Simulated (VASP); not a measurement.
Output of a VASP run:

**OSZICAR**
```
       N       E                     dE             d eps       ncg     rms          rms(c)
DAV:   1     0.650283539933E+02    0.65028E+02   -0.76257E+03   864   0.120E+03
DAV:   2    -0.237326573629E+02   -0.88761E+02   -0.81555E+02  1276   0.227E+02
DAV:   3    -0.284091020264E+02   -0.46764E+01   -0.46453E+01  1124   0.567E+01
DAV:   4    -0.284582695529E+02   -0.49168E-01   -0.49099E-01  1020   0.618E+00
DAV:   5    -0.284591664282E+02   -0.89688E-03   -0.89675E-03  1096   0.783E-01    0.132E+01
DAV:   6    -0.243349549881E+02    0.41242E+01   -0.14846E+01  1044   0.293E+01    0.535E+00
DAV:   7    -0.243149515956E+02    0.20003E-01   -0.84155E-01   924   0.721E+00    0.307E+00
DAV:   8    -0.242633164439E+02    0.51635E-01   -0.71653E-02  1060   0.263E+00    0.502E-01
DAV:   9    -0.242589650314E+02    0.43514E-02   -0.14515E-02  1120   0.993E-01    0.162E-01
DAV:  10    -0.242594899042E+02   -0.52487E-03   -0.16250E-03  1016   0.316E-01    0.556E-02
DAV:  11    -0.242594771011E+02    0.12803E-04   -0.10916E-04  1080   0.883E-02    0.151E-02
DAV:  12    -0.242594790070E+02   -0.19059E-05   -0.90785E-06   988   0.265E-02    0.531E-03
DAV:  13    -0.242594789456E+02    0.61434E-07   -0.11395E-06   736   0.869E-03
   1 F= -.24259479E+02 E0= -.24259479E+02  d E =-.354683E-18
```

**OUTCAR**
```
------------------------ aborting loop because EDIFF is reached ----------------------------------------
  FORCE on cell =-STRESS in cart. coord.  units (eV):
  Direction    XX          YY          ZZ          XY          YZ          ZX
  --------------------------------------------------------------------------------------
  Total        3.1723033      3.1723032      3.0986660      0.0000000     -0.0000000      0.0000000
  in kB      111.1235055    111.1235025    108.5440450      0.0000000     -0.0000000      0.0000000
  external PRESSURE =     110.2636843 kB  Pullay stress =       0.0000000 kB
  volume of cell :       45.74
      direct lattice vectors                 reciprocal lattice vectors
     1.595000000 -2.762621000  0.000000000     0.313479624 -0.180987548  0.000000000
     1.595000000  2.762621000  0.000000000     0.313479624  0.180987548  0.000000000
     0.000000000  0.000000000  5.190000000     0.000000000  0.000000000  0.192678227
  FREE ENERGIE OF THE ION-ELECTRON SYSTEM (eV)
  ---------------------------------------------------
  free  energy   TOTEN  =       -24.2594789456 eV

  energy  without entropy=      -24.2594789456  energy(sigma->0) =      -24.25947895
```
(Selected blocks of OUTCAR.)

POSCAR:
```
GaN
1
    1.5950000000    -2.7626210000     0.0000000000
    1.5950000000     2.7626210000     0.0000000000
    0.0000000000     0.0000000000     5.1900000000
Ga N
2 2
Direct
  0.6666670000   0.3333330000   0.5000000000
  0.3333330000   0.6666670000   0.0000000000
  0.6666670000   0.3333330000   0.8770000000
  0.3333330000   0.6666670000   0.3770000000
```

Q: Reconstruct the remaining input files.

A: Several could match; the one computed here: the input of the run itself, PBE GGA, plane waves, VASP's PBE PAW potentials (set 64).

### KPOINTS
```
K-points
0
G
  9 9 5
```

**INCAR**
```
! general
SYSTEM   =  GaN
PREC     =  Accurate
ENCUT    =  520
LREAL    =  .False.   ! projection in real space or not
LASPH    =  .True.   ! aspherical one-centre terms

! electronic loop
EDIFF    =  1E-6   ! SCF stop (eV)
NELM     =  100   ! most electronic steps
ALGO     =  Normal
LMAXMIX  =  4   ! l cut-off of mixed one-centre charges

! smearing
ISMEAR   =  0
SIGMA    =  0.05   ! width (eV)

! functional
GGA      =  PE

! ions
ISIF     =  2

! output
LWAVE    =  .False.
LCHARG   =  .False.
```

POTCAR, in this order: Ga N (PBE.64 set). Program: vasp_std.

The compound is GaN in the wurtzite structure. The cell was not relaxed at this level. The run is one of a series of settings (POTCAR Ga N (PBE.64 set) against the base run), some of them coarse on purpose.
